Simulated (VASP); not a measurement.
Given:

```
CELL_PARAMETERS angstrom
     10.93707     0.00000     0.00000
      0.00000    10.93707     0.00000
      0.00000     0.00000    10.93707
ATOMIC_POSITIONS crystal
  Si 0.50000 0.00000 0.00000
  Si 0.62500 0.12500 0.12500
  Si 0.75000 0.25000 0.00000
  Si 0.87500 0.37500 0.12500
  Si 0.75000 0.00000 0.25000
  Si 0.87500 0.12500 0.37500
  Si 0.00000 0.00000 0.00000
  Si 0.12500 0.12500 0.12500
  Si 0.25000 0.25000 0.00000
  Si 0.37500 0.37500 0.12500
  Si 0.50000 0.50000 0.00000
  Si 0.62500 0.62500 0.12500
  Si 0.75000 0.75000 0.00000
  Si 0.87500 0.87500 0.12500
  Si 0.25000 0.00000 0.25000
  Si 0.37500 0.12500 0.37500
  Si 0.50000 0.25000 0.25000
  Si 0.62057 0.37168 0.37634
  Si 0.75000 0.50000 0.25000
  Si 0.87500 0.62500 0.37500
  Si 0.50000 0.00000 0.50000
  Si 0.62500 0.12500 0.62500
  Si 0.75000 0.25000 0.50000
  Si 0.87500 0.37500 0.62500
  Si 0.75000 0.00000 0.75000
  Si 0.87500 0.12500 0.87500
  Si 0.00000 0.50000 0.00000
  Si 0.12500 0.62500 0.12500
  Si 0.25000 0.75000 0.00000
  Si 0.37500 0.87500 0.12500
  Si 0.00000 0.25000 0.25000
  Si 0.12500 0.37500 0.37500
  Si 0.25000 0.50000 0.25000
  Si 0.37072 0.62222 0.37282
  Si 0.50000 0.75000 0.25000
  Si 0.62500 0.87500 0.37500
  Si 0.00000 0.00000 0.50000
  Si 0.12500 0.12500 0.62500
  Si 0.25000 0.25000 0.50000
  Si 0.37826 0.37049 0.62154
  Si 0.62763 0.62226 0.62447
  Si 0.75000 0.75000 0.50000
  Si 0.87500 0.87500 0.62500
  Si 0.25000 0.00000 0.75000
  Si 0.37500 0.12500 0.87500
  Si 0.50000 0.25000 0.75000
  Si 0.62500 0.37500 0.87500
  Si 0.75000 0.50000 0.75000
  Si 0.87500 0.62500 0.87500
  Si 0.00000 0.75000 0.25000
  Si 0.12500 0.87500 0.37500
  Si 0.00000 0.50000 0.50000
  Si 0.12500 0.62500 0.62500
  Si 0.25000 0.75000 0.50000
  Si 0.37500 0.87500 0.62500
  Si 0.00000 0.25000 0.75000
  Si 0.12500 0.37500 0.87500
  Si 0.25000 0.50000 0.75000
  Si 0.37500 0.62500 0.87500
  Si 0.50000 0.75000 0.75000
  Si 0.62500 0.87500 0.87500
  Si 0.00000 0.75000 0.75000
  Si 0.12500 0.87500 0.87500
  C  0.49807 0.50037 0.49645
```
Cell charge -2.

Calculation: PBE GGA, VASP's PBE PAW potentials (set 64) (plane waves; VASP). Settings: PREC = Normal, LREAL = Auto, ISYM = 0, NELECT = 258.0, EDIFF = 1E-5, 400 eV cut-off, 1×1×1 Γ-centred mesh, Gaussian smearing of 0.050 eV, potentials Si C.

The cell is charged, with a uniform compensating background. The supercell is sampled at Γ alone, which is coarse: total energies, pressure and levels can be off, energies of defects by several tenths of an eV.

### Question
The ions are relaxed. Give the cell that the relaxation ends in.

### Answer

```
CELL_PARAMETERS angstrom
     10.93707     0.00000     0.00000
      0.00000    10.93707     0.00000
      0.00000     0.00000    10.93707
ATOMIC_POSITIONS crystal
  Si 0.49999 0.99972 0.99973
  Si 0.62448 0.12856 0.12862
  Si 0.74925 0.25053 0.00090
  Si 0.87108 0.37531 0.12871
  Si 0.74918 0.00079 0.25062
  Si 0.87091 0.12870 0.37543
  Si 0.00000 0.99996 0.99999
  Si 0.12532 0.12525 0.12535
  Si 0.25059 0.25047 0.99879
  Si 0.37458 0.37448 0.12662
  Si 0.49997 0.49992 0.99985
  Si 0.62530 0.62523 0.12690
  Si 0.74932 0.74920 0.99900
  Si 0.87465 0.87456 0.12532
  Si 0.25052 0.99862 0.25050
  Si 0.37453 0.12645 0.37448
  Si 0.50143 0.25655 0.25664
  Si 0.60726 0.39209 0.39222
  Si 0.74298 0.49810 0.25683
  Si 0.87302 0.62512 0.37457
  Si 0.50002 0.99979 0.49995
  Si 0.62539 0.12668 0.62535
  Si 0.74293 0.25680 0.49832
  Si 0.87306 0.37453 0.62524
  Si 0.74943 0.99877 0.74933
  Si 0.87464 0.12524 0.87461
  Si 0.99984 0.49989 0.99970
  Si 0.12866 0.62440 0.12854
  Si 0.25067 0.74906 0.00075
  Si 0.37539 0.87095 0.12862
  Si 0.99879 0.25047 0.25062
  Si 0.12668 0.37443 0.37460
  Si 0.25656 0.50134 0.25656
  Si 0.39209 0.60726 0.39214
  Si 0.49820 0.74297 0.25677
  Si 0.62522 0.87285 0.37464
  Si 0.99976 0.99983 0.49993
  Si 0.12875 0.12858 0.62444
  Si 0.25677 0.25655 0.50142
  Si 0.39244 0.39204 0.60721
  Si 0.60747 0.60723 0.60723
  Si 0.74315 0.74297 0.50160
  Si 0.87119 0.87097 0.62457
  Si 0.25071 0.00075 0.74920
  Si 0.37544 0.12867 0.87101
  Si 0.49837 0.25674 0.74298
  Si 0.62528 0.37457 0.87303
  Si 0.74306 0.50153 0.74299
  Si 0.87105 0.62451 0.87103
  Si 0.00089 0.74910 0.25056
  Si 0.12860 0.87099 0.37539
  Si 0.99996 0.49988 0.49997
  Si 0.12694 0.62514 0.62535
  Si 0.25674 0.74297 0.49823
  Si 0.37471 0.87281 0.62520
  Si 0.00098 0.25050 0.74920
  Si 0.12881 0.37528 0.87099
  Si 0.25698 0.49799 0.74288
  Si 0.37468 0.62510 0.87281
  Si 0.50178 0.74287 0.74292
  Si 0.62464 0.87091 0.87103
  Si 0.99907 0.74915 0.74932
  Si 0.12533 0.87456 0.87462
  C  0.49979 0.49979 0.49968
```
Cell charge -2.

### Question
How much energy does the relaxation gain?

### Answer
The energy (σ→0) changes by -27.4 meV/atom, in 12 ionic steps.

The cell is a supercell with a defect, built from Si (diamond): C_Si, charge -2. The run is not spin-polarised, so no state with unpaired spins was tried.
